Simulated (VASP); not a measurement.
VASP input:

File KPOINTS:
```
Automatic mesh
0
Gamma
5 5 5
0 0 0
```

INCAR:
```
SYSTEM = LiNbO3
PREC = Accurate; ENCUT = 520; LREAL = .FALSE.
LASPH = .TRUE.
EDIFF = 1E-6; NELM = 100; ALGO = Normal
LMAXMIX = 4; LMIXTAU = .TRUE.
ISMEAR = 0; SIGMA = 0.05
METAGGA = R2SCAN
IBRION = 2; NSW = 60; ISIF = 3
EDIFFG = -0.02
LWAVE = .FALSE.; LCHARG = .FALSE.
```

### POSCAR
```
LiNbO3
1.0
  2.5689100038   1.4831612872   4.6062659074
 -2.5689100038   1.4831612872   4.6062659074
  0.0000000000  -2.9663215795   4.6062659084
Li Nb O
2 2 6
Cart
 -0.0000000000   0.0000002790   3.8757789864
 -0.0000000000   0.0000007765  10.7851778480
  0.0000000000   0.0000009934  13.7980028523
  0.0000000000   0.0000004960   6.8886039907
 -0.6384363449  -1.4320622069   5.4728580084
  1.5594207033   0.1631295737   5.4728580080
 -0.9209843584   1.2689338152   5.4728580078
 -1.6479256454  -0.2142269745   7.7759909620
  0.6384363449   1.5342598701   7.7759909616
  1.0094893005  -1.3200312160   7.7759909622
```

POTCAR, in this order: Li_sv Nb_sv O (PBE.64 set). Program: vasp_std.

Task: Translate this r2SCAN calculation to Ansatz.

Result: One equivalent input (not run):
Ansatz 0.2 input:
```yaml
crystal:
  lattice:
    - [2.5689100, 1.4831613, 4.6062659]
    - [-2.5689100, 1.4831613, 4.6062659]
    - [0.0000000, -2.9663216, 4.6062659]
  atoms:
    - { symbol: Li, position: [0.2804715, 0.2804715, 0.2804715] }
    - { symbol: Li, position: [0.7804715, 0.7804715, 0.7804715] }
    - { symbol: Nb, position: [0.9984952, 0.9984952, 0.9984952] }
    - { symbol: Nb, position: [0.4984952, 0.4984952, 0.4984952] }
    - { symbol: O, position: [0.1108577, 0.3593819, 0.7178937] }
    - { symbol: O, position: [0.7178937, 0.1108577, 0.3593819] }
    - { symbol: O, position: [0.3593819, 0.7178937, 0.1108577] }
    - { symbol: O, position: [0.2178937, 0.8593819, 0.6108577] }
    - { symbol: O, position: [0.8593819, 0.6108577, 0.2178937] }
    - { symbol: O, position: [0.6108577, 0.2178937, 0.8593819] }
kpoints:
  mp_grid: { grid: [5, 5, 5] }
hamiltonian:
  xc: r2scan
  pseudopotentials: { kind: paw }
scf:
  occupations: { method: gaussian, width: 0.05 }
  max_iter: 100
relax:
  max_steps: 60
  f_tol: 0.02
  cell: {}
output: { forces: true, stress: true, eigenvalues: true }
```
What does not carry over: each code has its own PAW files, so the cut-off isn't converted (ENCUT is set for VASP's; basis.ecutwfc is left out, and Ansatz then takes the one that its files recommend); Ansatz stops its SCF on the density residual and VASP on the energy change (EDIFF).

The structure comes from a measured LiNbO3 entry (R3c) of the Crystallography Open Database, whose conditions weren't checked. This run relaxes it. Symmetry was kept, so distortions that lower it aren't found. The start is the result of an earlier pass.
